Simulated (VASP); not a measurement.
Given:

```yaml
crystal:
  lattice:
    - [0.00000, 2.88500, 2.88500]
    - [2.88500, 0.00000, 2.88500]
    - [2.88500, 2.88500, 0.00000]
  atoms:
    - { symbol: Ag, position: [0.00000, 0.00000, 0.00000] }
    - { symbol: Br, position: [0.50000, 0.50000, 0.50000] }
```

Calculation: PBE GGA, VASP's PBE PAW potentials (set 64) (plane waves; VASP 6.6.1). Run with 300 eV cut-off, 10×10×10 Γ-centred mesh, Fermi-Dirac smearing of 0.050 eV, potentials Ag Br.

At this cut-off the stress carries a Pulay error, which pulls relaxed volumes low.

### Question
Predict the energy per atom (σ→0), pressure, band gap (on the k-mesh) with the smallest direct gap where there is one.

### Answer

| Property | Result |
|---|---|
| band gap (on the k-mesh) | 0.66 eV |
| smallest direct gap (on the k-mesh) | 2.55 eV |
| energy per atom (σ→0) | -241.0 kJ/mol-atom |
| pressure | 1.41 GPa |

The absolute energy has meaning only against runs of the same code, potentials and settings.

The structure is a typed AgBr crystal (Fm-3m). The cell was not relaxed at this level.
